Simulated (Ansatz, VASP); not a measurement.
# P in two plane-wave programs, part 2 of 2

Aim: how closely do two programs agree when they are given the same cell, functional and k mesh? The cell is taken from a series of runs on this material, whose earlier steps may have relaxed, scaled, displaced or heated it; both programs get it as it stands.

VASP 6.6.1 and Ansatz 0.2.0.

So far: Starting point; VASP: zone-centre phonons, PBE with D3(BJ).

**3. Ansatz: zone-centre phonons, PBE with D3(BJ)**

Level of this step: Ansatz beside VASP: Kohn-Sham DFT, plane waves, PBE with D3(BJ) (Ansatz).

Ansatz runs on its PAW soft_1 files.

The same cell, functional, mesh and smearing now go to Ansatz, which takes its cutoff from its data sets.

Contents of input.yaml:

```yaml
crystal:
  lattice:
    - [1.6619485815, -5.0785135671, 0.0]
    - [1.6619485815, 5.0785135671, 0.0]
    - [0.0, 0.0, 4.1391603215]
  atoms:
    - { symbol: P, position: [0.8931216374, 0.1068783626, 0.0709003789] }
    - { symbol: P, position: [0.6068783626, 0.3931216374, 0.5709003789] }
    - { symbol: P, position: [0.1068783626, 0.8931216374, 0.9290996211] }
    - { symbol: P, position: [0.3931216374, 0.6068783626, 0.4290996211] }
kpoints:
  mp_grid: { grid: [16, 16, 12] }
hamiltonian:
  xc: pbe
  dispersion: d3bj
  pseudopotentials: { kind: paw, azcp: { folder: soft_1 } }
scf:
  occupations: { method: methfessel_paxton, width: 0.2 }
output:
  eigenvalues: true
phonons:
  method: dfpt
```

Started as:

```sh
$ ansatz run input.yaml --threads 4 --pin off --max-ram 16384MiB --backend cpu --events-out ev --progress --plain --runs-dir out
```

Numbers of over 12 decimals in the logs are rounded to 6 here.

Log:

```text
zone centre: on kpoints.mp_grid the ground state, and the responses unless they are solved on pairs of k-points, stand on 826 of the mesh's 3072 k-points, reduced under 2 symmetry operations, with k and −k counted as one. Each operation leaves every solved displacement unchanged or reverses it
Engine: ansatz 0.2.0, x86_64-unknown-linux-gnu
Pseudopotentials: kind: paw
Pseudopotential: P, paw, valence charge 5, recommended cutoff 420 eV (normal), soft_1/P.paw.azcp
Functional definition: PBE
  parameter kappa = 0.804
  parameter beta = 0.066725
  exchange = pbe_x(kappa = kappa, mu = beta*pi^2/3)
  correlation = pbe_c(beta = beta)
Crystal: 4 atoms, lattice volume = 69.871 Å³
Basis set: ecut = 420 eV, 1357 PW (Γ), exchange–correlation on 72×72×60 points (8 copies of the dense FFT grid, shifted against one another)
Bands: 14, of which v1, the nominal top of the filled ones, is band 10 counted from 1 (9 counted from 0)
Symmetry: 8 space group operations
k-points: 826 of 3072 (irreducible under 2 space group operations, time reversal used)
Non-local potential: P, projectors of the file, l = 0: 2, l = 1: 2, l = 2: 1
PAW form: soft (Blöchl's): semilocal exchange-correlation on the pseudo side does not see the compensation charge
PAW one-centre angular grid: P, 110 points (default); XC on 64 Gauss nodes
Initial density: superposition of atomic densities (chi_scale 0.1, normalization cell)
Initial wavefunctions: pseudopotential atomic-orbital guess
Functional: x = pbe(κ = 0.804, μ = 0.219515), c = pbe(β = 0.066725)
SCF iter   1: F=—  HF=-3024.296090 eV  |F-HF|=—  |Δ(HF+E_count)|=         —  Δρ=3.96e-2  dr2=6.97e-1  ethr=3.10e-3  ⟨swp⟩=7.5  Hψ=194212  notcnv=0
automatic band count: the SCF goes on with 18 bands, as 14 were too few: they end inside the smearing window of the response
preconditioner: auto → Kerker (q_TF=auto, 2.215 Å⁻¹)  [metal: Δε(μ)=0.015 eV  Ē_g=10.777 eV  σ=0.200 eV  W_gap=0.06  n_scr=12 (ndim 8)  ℏωp=19.9 eV  f_vac=0.000  D(μ)=0.11/eV (n_scr^D=0)]
SCF iter   2: F=—  HF=-3024.207620 eV  |F-HF|=—  |Δ(HF+E_count)|=   8.85e-2  S|Δr|=    0.00e0  Δρ=2.39e-2  dr2=2.71e-1  ethr=3.10e-3  ⟨swp⟩=1.0  Hψ=21498  notcnv=0
SCF iter   3: F=—  HF=-3024.154503 eV  |F-HF|=—  |Δ(HF+E_count)|=   5.31e-2  S|Δr|=    0.00e0  Δρ=1.89e-3  dr2=1.69e-3  ethr=1.36e-3  ⟨swp⟩=1.6  Hψ=15871  notcnv=0
SCF iter   4: F=—  HF=-3024.156451 eV  |F-HF|=—  |Δ(HF+E_count)|=   1.95e-3  S|Δr|=    0.00e0  Δρ=6.25e-4  dr2=2.09e-4  ethr=8.43e-6  ⟨swp⟩=2.6  Hψ=22200  notcnv=0
SCF iter   5: F=—  HF=-3024.156651 eV  |F-HF|=—  |Δ(HF+E_count)|=   2.00e-4  S|Δr|=    0.00e0  Δρ=9.35e-5  dr2=6.71e-6  ethr=1.05e-6  ⟨swp⟩=2.5  Hψ=21303  notcnv=0
SCF iter   6: F=—  HF=-3024.156652 eV  |F-HF|=—  |Δ(HF+E_count)|=   9.40e-7  S|Δr|=    0.00e0  Δρ=1.96e-5  dr2=2.33e-7  ethr=3.35e-8  ⟨swp⟩=2.7  Hψ=22103  notcnv=0
SCF iter   7: F=—  HF=-3024.156652 eV  |F-HF|=—  |Δ(HF+E_count)|=   2.66e-7  S|Δr|=    0.00e0  Δρ=3.43e-6  dr2=1.67e-8  ethr=1.17e-9  ⟨swp⟩=2.9  Hψ=22907  notcnv=0  defer=9
SCF iter   8: F=—  HF=-3024.156652 eV  |F-HF|=—  |Δ(HF+E_count)|=   2.72e-9  S|Δr|=    0.00e0  Δρ=6.97e-7  dr2=7.76e-10  ethr=8.35e-11  ⟨swp⟩=2.4  Hψ=19468  notcnv=0  defer=10
SCF iter   9: F=—  HF=-3024.156652 eV  |F-HF|=—  |Δ(HF+E_count)|=  3.59e-11  S|Δr|=    0.00e0  Δρ=1.62e-7  dr2=3.37e-11  ethr=3.88e-12  ⟨swp⟩=2.6  Hψ=20595  notcnv=0  defer=11
SCF iter  10: F=-3024.156652 eV  HF=-3024.156652 eV  |F-HF|=9.09e-13  |Δ(HF+E_count)|=  5.46e-12  S|Δr|=    0.00e0  Δρ=2.96e-8  dr2=4.70e-13  ethr=1.00e-12  ⟨swp⟩=13.8  Hψ=97455  notcnv=0
SCF 1 converged in 10 iterations: F = -3024.156652 eV  dr2 = 4.70e-13
  greatest PAW one-centre occupation: 0.809 electrons in one spin orbital (limit 2), on the P atom at site 3 (counted from 0), in its partial waves of l = 0
DFPT response loops at Γ: preconditioner auto → Kerker (q_TF=auto, 2.215 Å⁻¹) (partly filled bands, converged f_vac=0.000); β = 1.00, the filter's whole step (`scf.mixing.beta` (0.50) is not read by the response loops under this deck's `scf.mixing.preconditioner`; to damp them name `kerker` or `kerker_dos`, under which they read `scf.mixing.beta`, and type it under 1.00, their step now; both keys bind the ground state too); Broyden in place of MSR1
SCF converged after 10 iterations
Stability not checked: this state was not tested for a lower state beside it, because cold or Methfessel-Paxton smearing, or corrected tetrahedra, fill the levels in a way that the test cannot read (fill_not_monotonic; see scf.lower_state_search)
Free energy (F): -3024.156652 eV
Harris-Foulkes:  -3024.156652 eV  (|F-HF|=9.09e-13)
Internal energy: -3024.157946 eV  (E = F + TS)
E sigma→0 (E₀):  -3024.156976 eV
Entropy (-TS):   0.001294 eV (0.323 meV/atom)
Fermi energy:    8.659291 eV
--- Per-component energies (eV) ---
  E_band       = 37.085260
  E_kinetic    = 275.401083
  E_local      = -206.012868  (includes V_loc(G=0)·N_el)
  E_nonlocal   = 130.365537
  E_hartree    = 56.209402
  E_xc         = -291.675844
  E_vxc        = -244.303382  (∫ρ·V_xc dr)
  E_paw        = -2232.611255  (= ΣΔE_a)
  E_vpaw       = -30.783915  (= ΣTr[D̂ρ^β])
  E_aug_tail   = -0.000001  (compensation charges beyond the density's cutoff)
  E_ewald      = -754.225718
  E_disp       = -1.608282  (pairwise vdW)
  E_smearing   = 0.001294  (= −TS)
  E_closure    = -0.000000  (closes the sum)
  Σ components = -3024.156652   (vs F -3024.156652, Δ=0.00e0)
--- Band table (eV; the first three rows and the last of 826) ---
  k-point 0: bands = [... 6 lower, 4.5260, 5.7728, 5.9365, 7.2739, 9.7122, 9.8710, 10.5070, 12.1272, ... 4 higher]
  k-point 1: bands = [... 6 lower, 4.5620, 5.9414, 6.2857, 6.9884, 9.6956, 10.2502, 10.4813, 11.9294, ... 4 higher]
  k-point 2: bands = [... 6 lower, 4.6677, 5.9485, 6.3805, 7.1247, 9.8579, 10.3639, 10.9240, 11.4929, ... 4 higher]
  k-point 825: bands = [... 6 lower, 6.2441, 6.2441, 7.4285, 7.4285, 9.9420, 9.9420, 11.3864, 11.3864, ... 4 higher]
--- Phonons (Γ-DFPT): 3 representative perturbations + reference, on 826 of 3072 k-points (Σ response iterations 9) ---
  k mesh reduced under 2 symmetry operations, with k and −k counted as one. Each operation leaves every solved displacement unchanged or reverses it
  ASR residual: 1.170e-5 → 0.000e0 eV/Å²; symmetrization residual: 8.695e-7 eV/Å²
  pairwise dispersion correction: d3bj (s6 = 1.0, s8 = 0.7875, a1 = 0.4289, a2_bohr = 4.4407), with the weights of each atom's references fixed at the reference crystal's, and the forces and stress that the weights' published response gives there kept as a pressure on the atom's counted neighbours (hamiltonian.dispersion)
  ASR residual per site (eV/Å²): 1.17e-5 1.17e-5 1.17e-5 1.17e-5
  Γ frequencies (cm⁻¹): 0.00 0.00 0.00 86.30 180.37 216.52 367.12 400.83 415.59 421.01 446.97 461.66
  non-analytic LO–TO correction: not included (Born effective charges unavailable; polar crystals: no LO–TO splitting at Γ)
```

**4. Side by side**

Known differences besides the potentials themselves: the cutoff is 420 eV in Ansatz and 500 eV in VASP; Ansatz takes the dispersion share of the force constants at frozen C6 weights, VASP differentiates the full forces; VASP uses finite displacements, Ansatz perturbation theory. Total energies have different zeros and are not compared.

The two programs side by side:

```csv
quantity,Ansatz,VASP,difference
optical mode 1 (cm⁻¹),86.3,88.6,-2.64 %
optical mode 2 (cm⁻¹),180.4,181.8,-0.81 %
optical mode 3 (cm⁻¹),216.5,217.1,-0.26 %
optical mode 4 (cm⁻¹),367.1,365.8,+0.36 %
optical mode 5 (cm⁻¹),400.8,400.8,+0.00 %
optical mode 6 (cm⁻¹),415.6,413.7,+0.47 %
optical mode 7 (cm⁻¹),421.0,419.4,+0.38 %
optical mode 8 (cm⁻¹),447.0,445.0,+0.44 %
optical mode 9 (cm⁻¹),461.7,460.5,+0.26 %
```

Modes are paired by rising frequency, not by their patterns, so a pair may set unlike modes beside each other; they are those without the splitting of longitudinal modes.

**5. What came out**

```
r.m.s. difference of the optical zone-centre modes, each program's sorted by frequency (zone-centre phonons, PBE with D3(BJ)) : 1.5 cm⁻¹
difference in optical mode 1 (zone-centre phonons, PBE with D3(BJ))                                                           : -2.6 %
```

**Reading.** The r.m.s. difference of the optical zone-centre modes, each program's sorted by frequency is 1.5 cm⁻¹ (zone-centre phonons, PBE with D3(BJ)). Among the rows given in per cent, the largest difference of the zone-centre phonons, PBE with D3(BJ) pair is in optical mode 1, -2.6 %. Such differences can come from data sets, numerical settings and the points named under the comparisons, not from the functional's error against experiment.

[Lines on the potential files, build, host, timing and source positions are cut from VASP's logs without a mark.]

[Logs are printed without paths, hosts, clocks, repeated set-up lines and the standing remarks that a program may print on its own settings, such as how far it seeks lower states.]

[Hosts, paths, dates, database ids (printed as entryN), source tags and the programs' standing remarks are cut or masked in the printed files.]
